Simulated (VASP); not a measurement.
All values below come from PBE GGA, VASP's PBE PAW potentials (set 64) (plane waves; VASP 6.6.1).

VASP input:

### POSCAR
```
YTc2
1
    0.0000000000     3.9353530000     3.9353530000
    3.9353530000     0.0000000000     3.9353530000
    3.9353530000     3.9353530000     0.0000000000
Tc Y
4 2
Direct
  0.1250000000   0.1250000000   0.1250000000
  0.6250000000   0.1250000000   0.1250000000
  0.1250000000   0.6250000000   0.1250000000
  0.1250000000   0.1250000000   0.6250000000
  0.7500000000   0.7500000000   0.7500000000
  0.5000000000   0.5000000000   0.5000000000
```

**INCAR**
```
SYSTEM = YTc2
PREC = Accurate; ENCUT = 300; LREAL = F
LASPH = T
EDIFF = 1E-6; NELM = 100; ALGO = Normal
LMAXMIX = 4
ISMEAR = 0; SIGMA = 0.272
GGA = PE
ISIF = 2
LWAVE = F; LCHARG = F
```

KPOINTS_OPT:
```
k-points along high-symmetry lines
10
Line-mode
Reciprocal
  0.000000   0.000000   0.000000 ! GAMMA
  0.500000   0.000000   0.500000 ! X

  0.500000   0.000000   0.500000 ! X
  0.625000   0.250000   0.625000 ! U

  0.375000   0.375000   0.750000 ! K
  0.000000   0.000000   0.000000 ! GAMMA

  0.000000   0.000000   0.000000 ! GAMMA
  0.500000   0.500000   0.500000 ! L

  0.500000   0.500000   0.500000 ! L
  0.500000   0.250000   0.750000 ! W

  0.500000   0.250000   0.750000 ! W
  0.500000   0.000000   0.500000 ! X
```

**KPOINTS**
```
Automatic mesh
0
Gamma
4 4 4
0 0 0
```

POTCAR, in this order: Tc_pv Y_sv (PBE.64 set). Program: vasp_std.

At this cut-off the stress carries a Pulay error, which pulls relaxed volumes low.

**Question.** Estimate the energy per atom (σ→0), pressure, band gap (over mesh and band path).

**Answer.** 
| Item | Value |
|---|---|
| energy per atom (σ→0) | -9.108 eV/atom |
| band gap (over mesh and band path) | none (metal, semimetal or under 0.01 eV) |
| pressure | -13.42 GPa |

OSZICAR:
```
...
       N       E                     dE             ncg
       N       E                     dE             ncg
       N       E                     dE             ncg
       N       E                     dE             ncg
       N       E                     dE             ncg
       N       E                     dE             ncg
       N       E                     dE             ncg
       N       E                     dE             ncg
```

The structure was generated: YTc2 was put into an ordered model structure, which need not be its known phase. The cell was not relaxed at this level. The k-mesh is coarse (spacing up to 0.35 per Å, 2π included), so the numbers may not be converged in it.
